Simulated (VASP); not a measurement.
# Be3Se2O (Cm) in VASP: density of states with PBE

Aim: the density of states of Be3Se2O with PBE.

Program: VASP 6.6.1. These are calculated values, not measurements. Logs are shortened: lines on timing, memory, paths and dates and some standing lists are left out, and cuts for length are marked.

### Step 1. The crystal as given

Symmetry: Cm, No. 8, monoclinic system. Conventional cell: a = 5.767 Å, b = 10.047 Å, c = 3.672 Å, α = 90.00°, β = 122.87°, γ = 90.00°. Be (site symmetry 1) has 1 O at 1.59 Å as nearest neighbours. Be (site symmetry m) has 1 O at 1.52 Å as nearest neighbours. Se (site symmetry 1) is surrounded by 4 Be at 2.19 to 2.33 Å. O (site symmetry m) is surrounded by 3 Be at 1.52 to 1.59 Å.

The cell was built by a generator and needn't be a form met in nature.

### Step 2. Density of states, PBE

POSCAR reads:

```
Be3Se2O                                 
1.0
    2.8836912213     -5.0232771236      0.0008507605
    2.8836912213      5.0232771236      0.0008507605
   -1.9936778684      0.0000000000      3.0833635962
  Be              Se              O             
     3     2     1
Direct
     0.9055653061196025    0.6352246357516769    0.7400610246425796
     0.6352246357516769    0.9055653061196025    0.7400610246425796
     0.2187313870692113    0.2187313870692113    0.8893025855268409
     0.3257163751148904    0.6586430689554698    0.9930692718176091
     0.6586430689554698    0.3257163751148904    0.9930692718176091
     0.9395736469891460    0.9395736469891460    0.8422670415527818
```

INCAR.step1 reads:

```
SYSTEM = Be3Se2O
PREC = Accurate ; ENCUT = 520
EDIFF = 1E-6 ; ISMEAR = 0
SIGMA = 0.03 ; LREAL = .FALSE.
LASPH = .TRUE. ; NELM = 60
ALGO = Normal ; ISIF = 2
LWAVE = .FALSE. ; LCHARG = .TRUE.
GGA = PE ; NBANDS = 21
KPAR = 4
```

KPOINTS.step1 reads:

```
regular mesh
0
G
  6 6 8
  0 0 0
```

INCAR.step2 reads:

```
SYSTEM = Be3Se2O
PREC = Accurate ; ENCUT = 520
EDIFF = 1E-6 ; ISMEAR = -5
SIGMA = 0.03 ; LREAL = .FALSE.
LASPH = .TRUE. ; NELM = 60
ALGO = Normal ; ISIF = 2
LWAVE = .FALSE. ; LCHARG = .FALSE.
GGA = PE ; LORBIT = 11
NBANDS = 21 ; KPAR = 4
NEDOS = 1001 ; ICHARG = 11
```

KPOINTS.step2 reads:

```
regular mesh
0
G
  9 9 12
  0 0 0
```

Potentials or basis: VASP PAW PBE potentials, release 64 (Be, Se, O).

The run is started by

```sh
> cat potpaw_PBE.64/Be/POTCAR potpaw_PBE.64/Se/POTCAR potpaw_PBE.64/O/POTCAR > POTCAR
> cp INCAR.step1 INCAR
> cp KPOINTS.step1 KPOINTS
> mpirun -np 4 vasp_std > vasp.out
> cp INCAR.step2 INCAR
> cp KPOINTS.step2 KPOINTS
> mpirun -np 4 vasp_std > vasp.out
```

OUTCAR:

```text
SYSTEM = Be3Se2O
   PREC = Accurate
   ENCUT = 520
   EDIFF = 1E-6
   ISMEAR = -5
   LREAL = .FALSE.
   LASPH = .TRUE.
   NELM = 60
   ISIF = 2
   GGA = PE
   LORBIT = 11
   ICHARG = 11

 ion  position               nearest neighbor table
   1  0.906  0.635  0.740-   6 1.59   5 2.27   4 2.28   5 2.33
   2  0.635  0.906  0.740-   6 1.59   4 2.27   5 2.28   4 2.33
   3  0.219  0.219  0.889-   6 1.52   5 2.19   4 2.19
   4  0.326  0.659  0.993-   3 2.19   2 2.27   1 2.28   2 2.33
   5  0.659  0.326  0.993-   3 2.19   1 2.27   2 2.28   1 2.33
   6  0.940  0.940  0.842-   3 1.52   2 1.59   1 1.59

  LATTYP: Found a base centered monoclinic cell.
 ALAT       =     5.7673826936
 B/A-ratio  =     1.7419607439
 C/A-ratio  =     0.6366437782
 COS(beta)  =    -0.5427270856

  Lattice vectors:

 A1 = (   2.8836912213,  -5.0232771236,   0.0008507605)
 A2 = (   2.8836912213,   5.0232771236,   0.0008507605)
 A3 = (  -1.9936778684,   0.0000000000,   3.0833635962)

Analysis of symmetry for initial positions (statically):
=====================================================================
 Subroutine PRICEL returns:
 Original cell was already a primitive cell.

 Routine SETGRP: Setting up the symmetry group for a
 base centered monoclinic supercell.

 Subroutine GETGRP returns: Found  2 space group operations
 (whereof  2 operations were pure point group operations)
 out of a pool of  4 trial point group operations.

The static configuration has the point symmetry C_1h.

Analysis of symmetry for dynamics (positions and initial velocities):
=====================================================================
 Subroutine PRICEL returns:
 Original cell was already a primitive cell.

 Routine SETGRP: Setting up the symmetry group for a
 base centered monoclinic supercell.

 Subroutine GETGRP returns: Found  2 space group operations
 (whereof  2 operations were pure point group operations)
 out of a pool of  4 trial point group operations.

The dynamic configuration has the point symmetry C_1h.

 Subroutine INISYM returns: Found  2 space group operations
 (whereof  2 operations are pure point group operations),
 and found     1 'primitive' translations

----------------------------------------------------------------------------------------

                                     Primitive cell

  volume of cell :      89.3457

  direct lattice vectors                    reciprocal lattice vectors
     2.883691221 -5.023277124  0.000850760     0.173355814 -0.099536615  0.112090462
     2.883691221  5.023277124  0.000850760     0.173355814  0.099536615  0.112090462
    -1.993677868  0.000000000  3.083363596    -0.000095665  0.000000000  0.324259285

  length of vectors
     5.792148897  5.792148897  3.671768308     0.229181254  0.229181254  0.324259299

  position of ions in fractional coordinates (direct lattice)
     0.905565306  0.635224636  0.740061025
     0.635224636  0.905565306  0.740061025
     0.218731387  0.218731387  0.889302586
     0.325716375  0.658643069  0.993069272
     0.658643069  0.325716375  0.993069272
     0.939573647  0.939573647  0.842267042

  ion indices of the primitive-cell ions
   primitive index   ion index
                 1           1
                 2           2
                 3           3
                 4           4
                 5           5
                 6           6

----------------------------------------------------------------------------------------

 KPOINTS: regular mesh

Automatic generation of k-mesh.
 Grid dimensions read from file:
 generate k-points for:    9    9   12

 Generating k-lattice:

  Cartesian coordinates                     Fractional coordinates (reciprocal lattice)
     0.019261757 -0.011059624  0.012454496     0.111111111  0.000000000  0.000000000
     0.019261757  0.011059624  0.012454496     0.000000000  0.111111111  0.000000000
    -0.000007972  0.000000000  0.027021607     0.000000000  0.000000000  0.083333333

  Length of vectors
     0.025464584  0.025464584  0.027021608

  Shift w.r.t. Gamma in fractional coordinates (k-lattice)
     0.000000000  0.000000000  0.000000000

 TETIRR: Found   2896 inequivalent tetrahedra from     5832

 Subroutine IBZKPT returns following result:
 ===========================================

 Found    275 irreducible k-points:

 Following reciprocal coordinates:
            Coordinates               Weight
  0.000000  0.000000  0.000000      1.000000
  0.111111 -0.000000  0.000000      4.000000
  0.222222  0.000000 -0.000000      4.000000
  0.333333 -0.000000  0.000000      4.000000
  0.444444  0.000000 -0.000000      4.000000
  0.111111  0.111111  0.000000      2.000000
[... 16 lines left out ...]
 -0.333333  0.333333  0.000000      2.000000
  0.444444  0.444444 -0.000000      2.000000
 [... further k-points ...]
   k-points           NKPTS =    275   k-points in BZ     NKDIM =    275   number of bands    NBANDS=     21
   number of dos      NEDOS =   1001   number of ions     NIONS =      6
   total plane-waves  NPLWV =  64512
   dimension x,y,z NGX =    48 NGY =   48 NGZ =   28
   dimension x,y,z NGXF=    96 NGYF=   96 NGZF=   56
   ions per type =               3   2   1
   NGX,Y,Z   is equivalent  to a cutoff of  13.78, 13.78, 12.68 a.u.
   NGXF,Y,Z  is equivalent  to a cutoff of  27.55, 27.55, 25.36 a.u.
 SYSTEM =  Be3Se2O
   PREC   = accura    normal or accurate (medium, high low for compatibility)
   ISTART =      0    job   : 0-new  1-cont  2-samecut
   ICHARG =     11    charge: 1-file 2-atom 10-const
   ISPIN  =      1    spin polarized calculation?
   LNONCOLLINEAR =      F non collinear calculations
   LSORBIT =      F    spin-orbit coupling
   LASPH  =      T    aspherical Exc in radial PAW
   ENCUT  =  520.0 eV  38.22 Ry    6.18 a.u.  10.77 10.77  6.83*2*pi/ulx,y,z
   NELM   =     60;   NELMIN=  2; NELMDL=  0     # of ELM steps
   EDIFF  = 0.1E-05   stopping-criterion for ELM
   LREAL  =      F    real-space projection
   EDIFFG = 0.1E-04   stopping-criterion for IOM
   NSW    =      0    number of steps for IOM
   IBRION =     -1    ionic relax: 0-MD 1-quasi-New 2-CG
   NFREE  =      0    steps in history (QN), initial steepest desc. (CG)
   ISIF   =      2    stress and relaxation
   ISYM   =      2    0-nonsym 1-usesym 2-fastsym
   POTIM  = 0.5000    time-step for ionic-motion
   TEBEG  =    0.0;   TEEND  =   0.0 temperature during run
   PSTRESS=    0.0 pullay stress
   NELECT =      24.0000    total number of electrons
   NUPDOWN=      -1.0000    fix difference up-down
   EMIN   =  10.00;   EMAX   =-10.00  energy-range for DOS
   EFERMI =   0.00;   METHOD = LEGACY
   ISMEAR =    -5;   SIGMA  =   0.03  broadening in eV -4-tet -1-fermi 0-gaus
   EFERMI_NEDOS =   21; number of points for ismear=-14 and -15
   IALGO  =     38    algorithm
   IMIX   =      4    mixing-type and parameters
     AMIX     =   0.40;   BMIX     =  1.00
     AMIX_MAG =   1.60;   BMIX_MAG =  1.00
  volume/ion in A,a.u.               =      14.89       100.49
  Fermi-wavevector in a.u.,A,eV,Ry     =   1.056300  1.996118 15.180978  1.115770
  Thomas-Fermi vector in A             =   2.191531
   LORBIT       =     11    0 simple, 1 ext, 2 COOP (PROOUT), +10 PAW based schemes
   GGA     = PE    functional components
   LHFCALC =     F    Hartree Fock is set to
   AEXX    =    0.0000 exact exchange contribution
   IVDW    =     0    specifies the selected vdW correction
   LEPSILON=     F    determine dielectric tensor
   LRPA    =     F    only Hartree local field effects (RPA)
 non-spin polarized calculation
 Fermi weights with tetrahedron method with Bloechl corrections
  energy-cutoff  :      520.00
  volume of cell :       89.35
 maximum number of plane-waves:      2423
 NGX is ok and might be reduce to    48

 number of electron      23.9999998 magnetization

 Free energy of the ion-electron system (eV)
  ---------------------------------------------------
  ext. energy  EPLUGINS =         0.00000000
  ---------------------------------------------------
  free energy    TOTEN  =       -30.93618436 eV

  energy without entropy =      -30.93618436  energy(sigma->0) =      -30.93618436

 E-fermi :   3.1420     XC(G=0):  -9.3449

 val. band max:        3.1128486371   @ k =  -0.4444   0.4444   0.0000
 cond. band min:       5.9819713028   @ k =  -0.4444   0.4444   0.0000
 fundamental gap:      2.8691226656
 Fermi energy:         3.1420143193

 k-point     1 :       0.0000    0.0000    0.0000
  band No.  band energies     occupation
      1     -15.9613      2.00000
      2     -10.2313      2.00000
      3      -8.4691      2.00000
      4      -2.8404      2.00000
      5      -2.7795      2.00000
      6      -1.4117      2.00000
[... 13 lines left out ...]
     20      11.2987      0.00000
     21      12.0456      0.00000

 k-point     2 :       0.1111   -0.0000    0.0000
  band No.  band energies     occupation
      1     -15.9597      2.00000
      2     -10.1972      2.00000
      3      -8.5313      2.00000
      4      -2.8878      2.00000
      5      -2.8176      2.00000
      6      -1.3379      2.00000
[... 13 lines left out ...]
     20      11.3203      0.00000
     21      11.8850      0.00000
[... 487 lines left out ...]
      5      -2.4741      2.00000
      6      -0.8041      2.00000
[... 13 lines left out ...]
     20      10.6855      0.00000
     21      11.9438      0.00000

 k-point    24 :       0.4444    0.4444   -0.0000
  band No.  band energies     occupation
      1     -15.9522      2.00000
      2      -9.8887      2.00000
      3      -9.1308      2.00000
      4      -2.7822      2.00000
      5      -2.3200      2.00000
      6      -1.1526      2.00000
[... 13 lines left out ...]
     20      10.5935      0.00000
     21      11.9792      0.00000

 [... further k-points ...]

------------------------ aborting loop because EDIFF is reached ----------------------------------------

  FORCE on cell =-STRESS in cart. coord.  units (eV):
  Direction    XX          YY          ZZ          XY          YZ          ZX
  --------------------------------------------------------------------------------------
  -------------------------------------------------------------------------------------
  Total        0.0024350      0.0018621      0.0112236      0.0000000      0.0000000      0.0056821
  in kB        0.0436662      0.0333926      0.2012653      0.0000000      0.0000000      0.1018942
  external PRESSURE =       0.0927747 kB  Pullay stress =       0.0000000 kB

 VOLUME and BASIS-vectors are now :
 -----------------------------------------------------------------------------
  energy-cutoff  :      520.00
  volume of cell :       89.35
      direct lattice vectors                 reciprocal lattice vectors
     2.883691221 -5.023277124  0.000850760     0.173355814 -0.099536615  0.112090462
     2.883691221  5.023277124  0.000850760     0.173355814  0.099536615  0.112090462
    -1.993677868  0.000000000  3.083363596    -0.000095665  0.000000000  0.324259285

 POSITION                                       TOTAL-FORCE (eV/Angst)
 -----------------------------------------------------------------------------------
      2.96772     -1.35800      2.28319         0.000884      0.001326      0.000172
      2.96772      1.35800      2.28319         0.000884     -0.001326      0.000172
     -0.51148      0.00000      2.74242        -0.000007     -0.000000      0.000712
      0.85873      1.67238      3.06283        -0.001601     -0.000392      0.000566
      0.85873     -1.67238      3.06283        -0.001601      0.000392      0.000566
      3.73967      0.00000      2.59861         0.001440     -0.000000     -0.002188
 -----------------------------------------------------------------------------------
    total drift:                                0.000320      0.000000     -0.000097

  FREE ENERGIE OF THE ION-ELECTRON SYSTEM (eV)
  ---------------------------------------------------
  free  energy   TOTEN  =       -30.9361843573 eV

  energy  without entropy=      -30.9361843573  energy(sigma->0) =      -30.93618436

 total charge

# of ion       s       p       d       tot
------------------------------------------
    1        0.384   0.634   0.000   1.018
    2        0.384   0.634   0.000   1.018
    3        0.427   0.677   0.000   1.104
    4        1.430   2.515   0.030   3.975
    5        1.430   2.515   0.030   3.975
    6        1.544   3.620   0.000   5.164
--------------------------------------------------
tot          5.598  10.596   0.061  16.255
```

It took 65 s on 4 MPI ranks of AMD EPYC 9R45 (Zen 5), shared host; peak memory 0.57 GiB.

Results:

```
Valence electrons inside the program's atomic spheres : Be 1.02, 1.10; Se 3.98; O 5.16
```

Levels at points of the mesh, in eV from the valence-band top:
```tsv
k point	band 10	band 11	band 12	band 13	band 14	band 15
(0.00, 0.00, 0.00)	-1.09	-0.98	-0.48	3.41	4.12	4.46
(0.00, 0.00, 0.50)	-1.79	-1.53	-1.25	3.84	4.99	6.18
```

States per cell in windows of 0.5 eV (zero at the valence-band top; states under -8 eV left out):
| from (eV) | total | O6_p | Se4_p | Se5_p | Be3_p | Be1_p | Be2_p |
| --- | --- | --- | --- | --- | --- | --- | --- |
| -8.0 | 0.00 | 0.00 | 0.00 | 0.00 | 0.00 | 0.00 | 0.00 |
| -7.5 | 0.00 | 0.00 | 0.00 | 0.00 | 0.00 | 0.00 | 0.00 |
| -7.0 | 0.00 | 0.00 | 0.00 | 0.00 | 0.00 | 0.00 | 0.00 |
| -6.5 | 0.91 | 0.37 | 0.03 | 0.03 | 0.04 | 0.03 | 0.03 |
| -6.0 | 3.06 | 1.46 | 0.07 | 0.07 | 0.14 | 0.11 | 0.11 |
| -5.5 | 0.21 | 0.06 | 0.01 | 0.01 | 0.00 | 0.01 | 0.01 |
| -5.0 | 0.93 | 0.19 | 0.10 | 0.10 | 0.03 | 0.03 | 0.03 |
| -4.5 | 1.99 | 0.36 | 0.25 | 0.25 | 0.06 | 0.06 | 0.06 |
| -4.0 | 1.84 | 0.40 | 0.22 | 0.22 | 0.05 | 0.06 | 0.06 |
| -3.5 | 1.42 | 0.30 | 0.19 | 0.19 | 0.04 | 0.04 | 0.04 |
| -3.0 | 1.00 | 0.12 | 0.17 | 0.17 | 0.03 | 0.03 | 0.03 |
| -2.5 | 1.32 | 0.08 | 0.26 | 0.26 | 0.04 | 0.04 | 0.04 |
| -2.0 | 1.66 | 0.11 | 0.34 | 0.34 | 0.04 | 0.05 | 0.05 |
| -1.5 | 2.02 | 0.12 | 0.45 | 0.45 | 0.06 | 0.06 | 0.06 |
| -1.0 | 1.36 | 0.05 | 0.33 | 0.33 | 0.05 | 0.04 | 0.04 |
| -0.5 | 0.31 | 0.00 | 0.08 | 0.08 | 0.01 | 0.01 | 0.01 |
| 0.0 | 0.00 | 0.00 | 0.00 | 0.00 | 0.00 | 0.00 | 0.00 |
| 0.5 | 0.00 | 0.00 | 0.00 | 0.00 | 0.00 | 0.00 | 0.00 |
| 1.0 | 0.00 | 0.00 | 0.00 | 0.00 | 0.00 | 0.00 | 0.00 |
| 1.5 | 0.00 | 0.00 | 0.00 | 0.00 | 0.00 | 0.00 | 0.00 |
| 2.0 | 0.00 | 0.00 | 0.00 | 0.00 | 0.00 | 0.00 | 0.00 |
| 2.5 | 0.03 | 0.00 | 0.00 | 0.00 | 0.00 | 0.00 | 0.00 |
| 3.0 | 0.40 | 0.02 | 0.01 | 0.01 | 0.04 | 0.01 | 0.01 |
| 3.5 | 1.06 | 0.05 | 0.02 | 0.02 | 0.12 | 0.04 | 0.04 |
| 4.0 | 0.89 | 0.02 | 0.02 | 0.02 | 0.08 | 0.04 | 0.04 |
| 4.5 | 1.26 | 0.03 | 0.03 | 0.03 | 0.07 | 0.06 | 0.06 |
| 5.0 | 1.57 | 0.04 | 0.03 | 0.03 | 0.08 | 0.09 | 0.09 |
| 5.5 | 1.95 | 0.05 | 0.05 | 0.05 | 0.11 | 0.13 | 0.13 |
| 6.0 | 1.98 | 0.06 | 0.07 | 0.07 | 0.11 | 0.15 | 0.15 |
| 6.5 | 1.75 | 0.05 | 0.08 | 0.08 | 0.12 | 0.13 | 0.13 |
| 7.0 | 1.53 | 0.04 | 0.08 | 0.08 | 0.10 | 0.12 | 0.12 |
| 7.5 | 1.47 | 0.04 | 0.09 | 0.09 | 0.09 | 0.11 | 0.11 |
